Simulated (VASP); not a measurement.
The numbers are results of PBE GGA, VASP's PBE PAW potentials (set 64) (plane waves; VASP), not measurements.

VASP ran on this input.

### POSCAR
```
PbO
3.6298810
  0.4843566497   0.2796433272   0.8289742832
 -0.4843566497   0.2796433272   0.8289742832
  0.0000000000  -0.5592869298   0.8289742832
Pb O
1 1
Cartesian
  0.0000000000  -0.0000002100   1.8960299805
 -0.0000000000  -0.0000000655   0.5908928690
```

### KPOINTS
```
Automatic mesh
0
Gamma
6 6 6
0 0 0
```

INCAR:
```
! general
SYSTEM =PbO
PREC   =Accurate
ENCUT  =400
LREAL  =.FALSE.
LASPH  =.TRUE.

! electronic loop
EDIFF  =1E-6
NELM   =100
ALGO   =Normal
LMAXMIX=4

! smearing
ISMEAR =0
SIGMA  =0.2

! functional
GGA    =PE

! ions
ISIF   =2

! output
LWAVE  =.FALSE.
LCHARG =.FALSE.
```

POTCAR, in this order: Pb_d O (PBE.64 set). Program: vasp_std.

Output

### OUTCAR
```
 ion  position               nearest neighbor table
   1  0.762  0.762  0.762-   2 2.40   2 2.40   2 2.40   2 2.67   2 2.67   2 2.67
   2  0.238  0.238  0.238-   1 2.40   1 2.40   1 2.40   1 2.67   1 2.67   1 2.67
  LATTYP: Found a trigonal (rhomboedric) cell.
 ALAT       =     3.6298812118
 COS(alpha) =     0.5307973265
 Subroutine PRICEL returns:
 Original cell was already a primitive cell.
 Subroutine GETGRP returns: Found  6 space group operations
The static configuration has the point symmetry C_3v.
The dynamic configuration has the point symmetry C_3v.
 Subroutine INISYM returns: Found  6 space group operations
 Subroutine IBZKPT returns following result:
 Found     32 irreducible k-points:

 Following reciprocal coordinates:
            Coordinates               Weight
  0.000000  0.000000  0.000000      1.000000
  0.166667 -0.000000 -0.000000      6.000000
  0.333333 -0.000000  0.000000      6.000000
  0.500000 -0.000000  0.000000      3.000000
  0.166667  0.166667 -0.000000      6.000000
  0.333333  0.166667  0.000000     12.000000
  0.500000  0.166667  0.000000     12.000000
 -0.333333  0.166667 -0.000000     12.000000
 -0.166667  0.166667  0.000000      6.000000
  0.333333  0.333333  0.000000      6.000000
  0.500000  0.333333  0.000000     12.000000
 -0.333333  0.333333  0.000000      6.000000
  0.500000  0.500000  0.000000      3.000000
  0.166667  0.166667  0.166667      2.000000
  0.333333  0.166667  0.166667      6.000000
  0.500000  0.166667  0.166667      6.000000
 -0.333333  0.166667  0.166667      6.000000
 -0.166667  0.166667  0.166667      6.000000
  0.333333  0.333333  0.166667      6.000000
  0.500000  0.333333  0.166667     12.000000
 -0.333333  0.333333  0.166667     12.000000
 -0.166667  0.333333  0.166667     12.000000
  0.500000  0.500000  0.166667      6.000000
 -0.333333  0.500000  0.166667     12.000000
 -0.166667  0.500000  0.166667      6.000000
 -0.333333 -0.333333  0.166667      6.000000
  0.333333  0.333333  0.333333      2.000000
  0.500000  0.333333  0.333333      6.000000
 -0.333333  0.333333  0.333333      6.000000
  0.500000  0.500000  0.333333      6.000000
 -0.333333  0.500000  0.333333      6.000000
  0.500000  0.500000  0.500000      1.000000
   k-points           NKPTS =     32   k-points in BZ     NKDIM =     32   number of bands    NBANDS=     14
   number of dos      NEDOS =    301   number of ions     NIONS =      2
   total plane-waves  NPLWV =  13824
   dimension x,y,z NGX =    24 NGY =   24 NGZ =   24
   dimension x,y,z NGXF=    48 NGYF=   48 NGZF=   48
   ions per type =               1   1
   PREC   = accura    normal or accurate (medium, high low for compatibility)
   ISTART =      0    job   : 0-new  1-cont  2-samecut
   ICHARG =      2    charge: 1-file 2-atom 10-const
   ISPIN  =      1    spin polarized calculation?
   LNONCOLLINEAR =      F non collinear calculations
   LSORBIT =      F    spin-orbit coupling
   INIWAV =      1    electr: 0-lowe 1-rand  2-diag
   ENCUT  =  400.0 eV  29.40 Ry    5.42 a.u.   5.92  5.92  5.92*2*pi/ulx,y,z
   NELM   =    100;   NELMIN=  2; NELMDL= -5     # of ELM steps
   EDIFF  = 0.1E-05   stopping-criterion for ELM
   LREAL  =      F    real-space projection
   NLSPLINE    = F    spline interpolate recip. space projectors
   LMAXMIX     =    4 max onsite mixed and CHGCAR
   VOSKOWN=      0    Vosko Wilk Nusair interpolation
   EDIFFG = 0.1E-04   stopping-criterion for IOM
   NSW    =      0    number of steps for IOM
   NBLOCK =      1;   KBLOCK =      1    inner block; outer block
   IBRION =     -1    ionic relax: 0-MD 1-quasi-New 2-CG
   NFREE  =      0    steps in history (QN), initial steepest desc. (CG)
   ISIF   =      2    stress and relaxation
...
```

### OSZICAR
```
       N       E                     dE             d eps       ncg     rms          rms(c)
DAV:   1     0.162502331834E+03    0.16250E+03   -0.95980E+03   908   0.153E+03
DAV:   2     0.119193875820E+00   -0.16238E+03   -0.15689E+03   968   0.375E+02
DAV:   3    -0.120570968339E+02   -0.12176E+02   -0.12075E+02  1076   0.113E+02
DAV:   4    -0.122619189560E+02   -0.20482E+00   -0.20478E+00   968   0.165E+01
DAV:   5    -0.122683543034E+02   -0.64353E-02   -0.64352E-02  1154   0.284E+00    0.834E+00
DAV:   6    -0.104125921352E+02    0.18558E+01   -0.13862E+01  1272   0.348E+01    0.422E+00
DAV:   7    -0.102320364332E+02    0.18056E+00   -0.14274E+00  1046   0.118E+01    0.149E+00
DAV:   8    -0.102373093037E+02   -0.52729E-02   -0.30604E-01   908   0.584E+00    0.133E+00
DAV:   9    -0.102179298224E+02    0.19379E-01   -0.46871E-02   950   0.215E+00    0.147E-01
DAV:  10    -0.102182391758E+02   -0.30935E-03   -0.23614E-03   956   0.342E-01    0.967E-02
DAV:  11    -0.102181761192E+02    0.63057E-04   -0.36648E-04   992   0.206E-01    0.146E-02
DAV:  12    -0.102181755784E+02    0.54081E-06   -0.11163E-05  1058   0.353E-02    0.714E-03
DAV:  13    -0.102181750835E+02    0.49490E-06   -0.13287E-06   712   0.123E-02
   1 F= -.10218175E+02 E0= -.10218119E+02  d E =-.111991E-03
```

### OUTCAR
```
------------------------ aborting loop because EDIFF is reached ----------------------------------------
  FORCE on cell =-STRESS in cart. coord.  units (eV):
  Direction    XX          YY          ZZ          XY          YZ          ZX
  --------------------------------------------------------------------------------------
  Total        2.5950239      2.5950235      2.2883825     -0.0000000     -0.0000003      0.0000000
  in kB      129.0365092    129.0364879    113.7888914     -0.0000000     -0.0000126      0.0000000
  external PRESSURE =     123.9539628 kB  Pullay stress =       0.0000000 kB
  volume of cell :       32.22
      direct lattice vectors                 reciprocal lattice vectors
     1.758157000  1.015072000  3.009078000     0.284388709  0.164191911  0.110775921
    -1.758157000  1.015072000  3.009078000    -0.284388709  0.164191911  0.110775921
     0.000000000 -2.030145000  3.009078000     0.000000000 -0.328383823  0.110775867
 POSITION                                       TOTAL-FORCE (eV/Angst)
 -----------------------------------------------------------------------------------
      0.00000     -0.00000      6.88236         0.000000      0.000000     -0.141439
      0.00000     -0.00000      2.14487         0.000000     -0.000000      0.141439
 -----------------------------------------------------------------------------------
    total drift:                                0.000000      0.000003     -0.000377
  FREE ENERGIE OF THE ION-ELECTRON SYSTEM (eV)
  ---------------------------------------------------
  free  energy   TOTEN  =       -10.2181750835 eV

  energy  without entropy=      -10.2180630930  energy(sigma->0) =      -10.21811909
```
(Selected blocks of OUTCAR.)

At this cut-off the stress carries a Pulay error, which pulls relaxed volumes low.

The structure was generated: PbO was put into an ordered model structure, which need not be its known phase. The cell was not relaxed at this level. The run is one of a series of settings (KPOINTS 6×6×6 Γ-centred mesh against the base run), some of them coarse on purpose.
